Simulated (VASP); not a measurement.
Input of a VASP 6.6.1 run:

Contents of INCAR:

```
PREC     = Accurate       # precision mode
ENCUT    = 520            # plane-wave cutoff, eV
EDIFF    = 1E-7           # SCF threshold, eV
ISMEAR   = 0              # smearing method
SIGMA    = 0.05           # smearing width, eV
LREAL    = False          # projectors in reciprocal space
LASPH    = True           # aspherical terms in the spheres
NELM     = 100            # most SCF steps
ALGO     = Normal         # electronic algorithm
ISIF     = 2              # what is computed and relaxed
LWAVE    = False          # write WAVECAR
LCHARG   = False          # write CHGCAR
GGA      = PE             # functional
NBANDS   = 17             # bands
```

File KPOINTS:

```
Automatic mesh
0
Gamma
  8 8 8
```

Contents of POSCAR:

```
LiMgBN2
1.0
   -1.9096560000      1.9096560000      4.4435220000
    1.9096560000     -1.9096560000      4.4435220000
    1.9096560000      1.9096560000     -4.4435220000
Li Mg B N
1 1 1 2
Direct
    0.2500000000      0.7500000000      0.5000000000
    0.7500000000      0.2500000000      0.5000000000
    0.5000000000      0.5000000000      0.0000000000
    0.6512635000      0.6512635000      0.0000000000
    0.3487365000      0.3487365000      0.0000000000
```

Potentials or basis: VASP PAW PBE potentials, release 64 (Li_sv, Mg, B, N).

Command:

```sh
$ cat potpaw_PBE.64/Li_sv/POTCAR potpaw_PBE.64/Mg/POTCAR potpaw_PBE.64/B/POTCAR potpaw_PBE.64/N/POTCAR > POTCAR
$ mpirun -np 1 vasp_std > vasp.out
```

Problem. What does it give for the band gap on the k mesh?

Solution. 2.60 eV, indirect (least direct gap 3.54 eV).

Problem. Estimate the largest force.

Solution. 0.056 eV/Å.

Forces on the atoms (eV/Å):
```
Li   0.000  0.000  0.000
Mg   0.000  0.000  0.000
B    0.000  0.000  0.000
N    0.000  0.000  0.056
N    0.000  0.000 -0.056
```

 Expect the measured gap to be larger: semilocal functionals such as PBE lack the derivative discontinuity.
